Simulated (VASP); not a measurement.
OSZICAR of a VASP run on TiO2 (rutile):

File OSZICAR:
```
       N       E                     dE             d eps       ncg     rms          rms(c)
DAV:   1     0.676857930029E+03    0.67686E+03   -0.25129E+04  1344   0.204E+03
DAV:   2     0.496553312913E+02   -0.62720E+03   -0.60804E+03  1456   0.584E+02
DAV:   3    -0.671895815877E+02   -0.11684E+03   -0.11275E+03  2124   0.216E+02
DAV:   4    -0.723728346366E+02   -0.51833E+01   -0.51776E+01  1756   0.490E+01
DAV:   5    -0.726054619033E+02   -0.23263E+00   -0.23257E+00  1952   0.891E+00    0.325E+01
DAV:   6    -0.566227013688E+02    0.15983E+02   -0.11072E+02  1624   0.103E+02    0.121E+01
DAV:   7    -0.562452007213E+02    0.37750E+00   -0.15819E+01  1688   0.316E+01    0.806E+00
DAV:   8    -0.563272265364E+02   -0.82026E-01   -0.46131E+00  1632   0.201E+01    0.461E+00
DAV:   9    -0.560990711738E+02    0.22816E+00   -0.23668E+00  1680   0.138E+01    0.141E+00
DAV:  10    -0.560984693641E+02    0.60181E-03   -0.14316E-01  1692   0.303E+00    0.194E-01
DAV:  11    -0.560988248978E+02   -0.35553E-03   -0.90530E-03  1688   0.645E-01    0.996E-02
DAV:  12    -0.560988304100E+02   -0.55121E-05   -0.70931E-04  1732   0.200E-01    0.536E-02
DAV:  13    -0.560988020130E+02    0.28397E-04   -0.11669E-04  1832   0.685E-02    0.993E-03
DAV:  14    -0.560988022174E+02   -0.20449E-06   -0.70815E-06  1420   0.199E-02
   1 F= -.56098802E+02 E0= -.56098802E+02  d E =-.560988E+02
```

Task: Which electronic solver shows in the log?

Result: It is blocked Davidson (ALGO = Normal, or the opening steps of other solvers). The INCAR had ALGO = Normal.

Task: Can the final energy be trusted as converged?

Result: Self-consistency was reached. It stopped with EDIFF = 1E-6, NELM = 100, NSW = 60 and EDIFFG = -0.02 after 1 ionic step (PBEsol GGA, plane waves, VASP's PBE PAW potentials (set 64)).

The compound is TiO2 in the rutile structure. It was relaxed first. The start is the result of an earlier pass.
